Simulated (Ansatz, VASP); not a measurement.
# Y2ScGa2Ag: VASP beside Ansatz

Wanted: the spread between two codes on one cell, functional and k mesh. The cell is invented: Sites of the Y2Ga3Ag structure (space group 156) filled with other elements, volume scaled by an estimate. It may not be a known or stable phase.

Calculated with Ansatz 0.2.0; plane waves, with VASP 6.6.1 beside it; relaxation of cell and atoms at PBE.

## 1. Starting point

Symmetry: P3m1, No. 156, trigonal system. Conventional cell: a = 4.544 Å, b = 4.544 Å, c = 7.406 Å, α = 90.00°, β = 90.00°, γ = 120.00°. Nearest to Ag lie 3 Ga at 2.66 Å and 6 Y at 3.05 to 3.31 Å and 1 Sc at 3.14 Å. Nearest to Y lie 3 Ag at 3.05 Å and 3 Sc at 3.07 Å and 3 Ga at 3.30 Å. Nearest to Y lie 6 Ga at 3.05 Å and 3 Ag at 3.31 Å. Nearest to Ga lie 3 Ag at 2.66 Å and 6 Y at 3.05 to 3.30 Å and 1 Ga at 3.12 Å. Nearest to Ga lie 3 Sc at 2.71 Å and 3 Y at 3.05 Å. Nearest to Sc lie 3 Ga at 2.71 Å and 3 Y at 3.07 Å. Sites of the Y2Ga3Ag structure (space group 156) filled with other elements, volume scaled by an estimate. Farther neighbours are not listed.

Structure file:

```cif
data_structure
_symmetry_space_group_name_H-M 'P 1'
_symmetry_Int_Tables_number 1
_cell_length_a 4.5435
_cell_length_b 4.5435
_cell_length_c 7.4061
_cell_angle_alpha 90.000
_cell_angle_beta 90.000
_cell_angle_gamma 120.000
_cell_volume 132.41
loop_
_atom_site_label
_atom_site_type_symbol
_atom_site_fract_x
_atom_site_fract_y
_atom_site_fract_z
_atom_site_occupancy
Ag1 Ag 0.00000 0.00000 0.03059 1
Y2 Y 0.66667 0.33333 0.23993 1
Y3 Y 0.66667 0.33333 0.75811 1
Ga4 Ga 0.33333 0.66667 0.96939 1
Ga5 Ga 0.33333 0.66667 0.54753 1
Sc6 Sc 0.00000 0.00000 0.45445 1
```

## 2. VASP: relaxation of cell and atoms, PBE

The relaxed volume is the usual yardstick between codes: its relative difference is about their pressure difference at one cell divided by the bulk modulus.

Lines of VASP's logs that name or quote its potential files are left out, and so is its time.

Input file INCAR:

```
SYSTEM = Y2ScGa2Ag
PREC = Accurate
ENCUT = 400
EDIFF = 1E-06
NELM = 100
ISMEAR = -1
SIGMA = 0.05
LREAL = .FALSE.
ALGO = Normal
GGA = PE
LORBIT = 11
LWAVE = .FALSE.
LCHARG = .FALSE.
KPAR = 2
IBRION = 2
NSW = 60
ISIF = 3
EDIFFG = -0.01
```

Input file POSCAR:

```
Y2ScGa2Ag
1.0
    4.5435390000      0.0000000000      0.0000000000
   -2.2717700000      3.9348200000      0.0000000000
    0.0000000000      0.0000000000      7.4060620000
Ag Y Ga Sc
1 2 2 1
Direct
    0.0000000000      0.0000000000      0.0305873600
    0.6666666700      0.3333333300      0.2399282200
    0.6666666700      0.3333333300      0.7581129400
    0.3333333300      0.6666666700      0.9693877900
    0.3333333300      0.6666666700      0.5475326100
    0.0000000000      0.0000000000      0.4544500700
```

Input file KPOINTS:

```
Automatic mesh
0
Gamma
6 6 3
0 0 0
```

PAW data sets: Ag, Y_sv, Ga_d and Sc_sv (PBE family, release 64).

Started as:

```console
> mpirun -np 2 vasp_std
```

Numbers of over 12 decimals in the logs are rounded to 6 here.

The log of the run:

```text
[banner, memory and clock lines left out]
running    2 mpi-ranks, on    1 nodes
 distrk:  each k-point on    1 cores,    2 groups
 distr:  one band on    1 cores,    1 groups

 POSCAR found type information on POSCAR AgY GaSc
 POSCAR found :  4 types and       6 ions
 LDA part: xc-table for (Slater+PW92), standard interpolation
 POSCAR, INCAR and KPOINTS ok, starting setup
 FFT: planning ... GRIDC
 FFT: planning ... GRID_SOFT
 FFT: planning ... GRID
 WAVECAR not read
 entering main loop
       N       E                     dE             d eps       ncg     rms          rms(c)
DAV:   1     0.774652775055E+03    0.77465E+03   -0.28099E+04  1436   0.192E+03
DAV:   2     0.672055588650E+02   -0.70745E+03   -0.69571E+03  1516   0.598E+02
DAV:   3    -0.240262236860E+02   -0.91232E+02   -0.88978E+02  1832   0.184E+02
DAV:   4    -0.322825247814E+02   -0.82563E+01   -0.81226E+01  2504   0.474E+01
DAV:   5    -0.326993216905E+02   -0.41680E+00   -0.41548E+00  2064   0.885E+00    0.410E+01
DAV:   6    -0.301840960271E+02    0.25152E+01   -0.12259E+01  2008   0.203E+01    0.240E+01
DAV:   7    -0.299731856362E+02    0.21091E+00   -0.39103E+00  2216   0.114E+01    0.104E+01
DAV:   8    -0.299108225802E+02    0.62363E-01   -0.12609E+00  2264   0.582E+00    0.225E+00
DAV:   9    -0.298875909386E+02    0.23232E-01   -0.42081E-01  2024   0.329E+00    0.952E-01
DAV:  10    -0.298753026324E+02    0.12288E-01   -0.81058E-02  2192   0.153E+00    0.701E-01
DAV:  11    -0.298746771361E+02    0.62550E-03   -0.58651E-03  1888   0.389E-01    0.153E-01
DAV:  12    -0.298746374836E+02    0.39653E-04   -0.13127E-03  2264   0.183E-01    0.166E-01
DAV:  13    -0.298746233689E+02    0.14115E-04   -0.34619E-04  2168   0.106E-01    0.426E-02
DAV:  14    -0.298746211944E+02    0.21744E-05   -0.27738E-05  2112   0.264E-02    0.212E-02
DAV:  15    -0.298746205905E+02    0.60396E-06   -0.41706E-06  1592   0.110E-02
   1 F= -.29874621E+02 E0= -.29861420E+02  d E =-.298746E+02
[... from here on, the cycles between the ionic steps are left out ...]
   2 F= -.30024697E+02 E0= -.30013583E+02  d E =-.150076E+00
   3 F= -.30029024E+02 E0= -.30017994E+02  d E =-.154404E+00
  31 F= -.30242360E+02 E0= -.30232865E+02  d E =-.849349E-03
  32 F= -.30242588E+02 E0= -.30233081E+02  d E =-.227594E-03
  33 F= -.30242738E+02 E0= -.30233217E+02  d E =-.377252E-03
  34 F= -.30242843E+02 E0= -.30233293E+02  d E =-.482596E-03
  35 F= -.30242911E+02 E0= -.30233376E+02  d E =-.677525E-04
  36 F= -.30242912E+02 E0= -.30233379E+02  d E =-.694059E-04
  37 F= -.30242989E+02 E0= -.30233468E+02  d E =-.766279E-04
  38 F= -.30243159E+02 E0= -.30233668E+02  d E =-.247002E-03
  39 F= -.30243239E+02 E0= -.30233807E+02  d E =-.326498E-03
  40 F= -.30243252E+02 E0= -.30233804E+02  d E =-.339769E-03
  41 F= -.30243323E+02 E0= -.30233860E+02  d E =-.707755E-04
 trial-energy change:   -0.000071  1 .order   -0.000070   -0.000083   -0.000057
 step:   3.6187(harm=  3.6187)  dis= 0.00549  next Energy=   -30.243383 (dE=-0.131E-03)
 bond charge predicted
       N       E                     dE             d eps       ncg     rms          rms(c)
DAV:   1    -0.302431598515E+02    0.16336E-03   -0.18578E-01  1498   0.185E+00    0.839E-02
DAV:   2    -0.302434163573E+02   -0.25651E-03   -0.36582E-03  1922   0.435E-01    0.506E-02
DAV:   3    -0.302434056565E+02    0.10701E-04   -0.14034E-04  2024   0.731E-02    0.250E-02
DAV:   4    -0.302433977206E+02    0.79359E-05   -0.34032E-05  2448   0.356E-02    0.109E-02
DAV:   5    -0.302433973881E+02    0.33248E-06   -0.50476E-06  1880   0.933E-03
  42 F= -.30243397E+02 E0= -.30233901E+02  d E =-.145155E-03
 curvature:  -3.21 expect dE=-0.257E-03 dE for cont linesearch -0.333E-06
 trial: gam= 1.06415 g(F)=  0.631E-05 g(S)=  0.736E-04 ort = 0.365E-05 (trialstep = 0.902E+00)
 search vector abs. value=  0.233E-03
 reached required accuracy - stopping structural energy minimisation
```

From OUTCAR (step 2):

```text
ion  position               nearest neighbor table
   1  0.000  0.000  0.031-   4 2.66   4 2.66   4 2.66   2 3.05   2 3.05   2 3.05   6 3.14   3 3.31
                             3 3.31   3 3.31
   2  0.667  0.333  0.240-   1 3.05   1 3.05   1 3.05   6 3.07   6 3.07   6 3.07   4 3.30   4 3.30
                             4 3.30   5 3.47   5 3.47   5 3.47   3 3.57   3 3.84
   3  0.667  0.333  0.758-   5 3.05   5 3.05   5 3.05   4 3.05   4 3.05   4 3.05   1 3.31   1 3.31
                             1 3.31   6 3.46   6 3.46   6 3.46   2 3.57   2 3.84
   4  0.333  0.667  0.969-   1 2.66   1 2.66   1 2.66   3 3.05   3 3.05   3 3.05   2 3.30   2 3.30
                             2 3.30
   5  0.333  0.667  0.548-   6 2.71   6 2.71   6 2.71   3 3.05   3 3.05   3 3.05   2 3.47   2 3.47
                             2 3.47
   6  0.000  0.000  0.454-   5 2.71   5 2.71   5 2.71   2 3.07   2 3.07   2 3.07   1 3.14   3 3.46
                             3 3.46   3 3.46

  LATTYP: Found a hexagonal cell.
 ALAT       =     4.5435390000
 C/A-ratio  =     1.6300205633

 Subroutine GETGRP returns: Found  6 space group operations
 (whereof  6 operations were pure point group operations)

The static configuration has the point symmetry C_3v.

 Found     17 irreducible k-points:

   k-points           NKPTS =     17   k-points in BZ     NKDIM =     17   number of bands    NBANDS=     42

   dimension x,y,z NGX =    30 NGY =   30 NGZ =   48
   dimension x,y,z NGXF=    60 NGYF=   60 NGZF=   96

   ENCUT  =  400.0 eV  29.40 Ry    5.42 a.u.   7.41  7.41 12.08*2*pi/ulx,y,z

   NELECT =      70.0000    total number of electrons

 k-points in reciprocal lattice and weights: Automatic mesh
   0.00000000  0.00000000  0.00000000       0.009
   0.16666667  0.00000000  0.00000000       0.056
   0.33333333  0.00000000  0.00000000       0.056
   0.50000000  0.00000000  0.00000000       0.028
   0.16666667  0.16666667  0.00000000       0.056
   0.33333333  0.16666667  0.00000000       0.111
   0.33333333  0.33333333  0.00000000       0.019
   0.00000000  0.00000000  0.33333333       0.019
   0.16666667  0.00000000  0.33333333       0.056
[...]
-0.16666667  0.50000000  0.33333333       0.111
   0.33333333  0.33333333  0.33333333       0.037

 average (electrostatic) potential at core
       1 -74.8426       2 -35.9489       3 -35.9347       4 -65.2837       5 -64.7970
       6 -46.3596

 E-fermi :   4.9188

 k-point     1 :       0.0000    0.0000    0.0000
  band No.  band energies     occupation
    ...
     31       3.3178      2.00000
     32       3.3178      2.00000
     33       4.6867      1.98089
     34       4.7566      1.92486
     35       4.7566      1.92486
     36       5.2596      0.00219
     37       5.2596      0.00219
     38       5.6300      0.00000
     39       6.7892      0.00000
     40       6.7892      0.00000
    ...

 k-point     2 :       0.1667    0.0000    0.0000
  band No.  band energies     occupation
    ...
     31       2.7735      2.00000
     32       3.4737      2.00000
     33       3.9018      2.00000
     34       4.5917      1.99712
     35       4.9327      0.86200
     36       5.1240      0.03244
     37       5.3579      0.00031
     38       6.1729      0.00000
     39       6.4580      0.00000
     40       6.4718      0.00000
    ...

 k-point     3 :       0.3333    0.0000    0.0000
  band No.  band energies     occupation
    ...
     32       3.1075      2.00000
     33       3.7160      2.00000
     34       4.3674      1.99997
     35       4.6810      1.98294
     36       4.8334      1.69309
     37       5.5739      0.00000
     38       6.1419      0.00000
     39       6.1776      0.00000
     40       6.4404      0.00000
     41       6.6180      0.00000
    ...

  Total       -0.0580781     -0.0580781     -0.0490798      0.0000000      0.0000000     -0.0000000
  in kB       -0.6898931     -0.6898930     -0.5830048      0.0000001      0.0000000     -0.0000000
  external PRESSURE =      -0.6542636 kB  Pullay stress =       0.0000000 kB

  energy-cutoff  :      400.00
  volume of cell :      134.88
      direct lattice vectors                 reciprocal lattice vectors
     4.710480214 -0.000000019  0.000000000     0.212292581  0.122567213 -0.000000000
    -2.355240642  4.079395322 -0.000000000     0.000000001  0.245134370 -0.000000000
     0.000000000  0.000000000  7.019078354    -0.000000000 -0.000000000  0.142468847

 POSITION                                       TOTAL-FORCE (eV/Angst)
 -----------------------------------------------------------------------------------
      0.00000      0.00000      0.00409        -0.000000     -0.000000     -0.002550
      2.35524      1.35980      1.67597         0.000000      0.000000      0.006728
      2.35524      1.35980      5.34492        -0.000000     -0.000000     -0.000363
     -0.00000      2.71960      7.00539         0.000000      0.000000      0.001787
     -0.00000      2.71960      3.51032         0.000000      0.000000      0.002677
      0.00000      0.00000      3.51654        -0.000000     -0.000000     -0.008279
 -----------------------------------------------------------------------------------
    total drift:                               -0.000019      0.000011     -0.000695

  FREE ENERGIE OF THE ION-ELECTRON SYSTEM (eV)
  ---------------------------------------------------
  free  energy   TOTEN  =       -30.2433973881 eV

  energy  without entropy=      -30.2244053203  energy(sigma->0) =      -30.23390135

 reached required accuracy - stopping structural energy minimisation

 total charge
# of ion       s       p       d       f       tot
--------------------------------------------------
    1        0.484   0.413   9.027   0.000   9.923
    2        2.208   6.307   0.942   0.019   9.476
    3        2.208   6.309   0.947   0.019   9.484
    4        0.930   0.707   9.939   0.000  11.577
    5        0.944   0.846   9.916   0.000  11.705
    6        2.266   6.131   1.050   0.000   9.446
--------------------------------------------------
tot          9.040  20.712  31.820   0.038  61.611

[... 3 further parts left out ...]
```

CONTCAR:

```
Y2ScGa2Ag
   1.00000000000000
     4.7104802142220654   -0.0000000194723340    0.0000000000000001
    -2.3552406423458434    4.0793953216554533   -0.0000000000000000
     0.0000000000000001    0.0000000000000000    7.0190783539979416
  Ag              Y               Ga              Sc
     1     2     2     1
Direct
     0.0000000000000000    0.0000000000000000    0.0005832354310810
     0.6666666699999979    0.3333333300000021    0.2387734898414338
     0.6666666699999979    0.3333333300000021    0.7614843017471119
     0.3333333300000021    0.6666666699999979    0.9980494786626660
     0.3333333300000021    0.6666666699999979    0.5001109859905993
     0.0000000000000000    0.0000000000000000    0.5009974983271032
```

(Continued in part 2 of 2.)

[Lines on the potential files, build, host, timing and source positions are cut from VASP's logs without a mark.]

[Logs are printed without paths, hosts, clocks, repeated set-up lines and the standing remarks that a program may print on its own settings, such as how far it seeks lower states.]

[Hosts, paths, dates, database ids (printed as entryN), source tags and the programs' standing remarks are cut or masked in the printed files.]
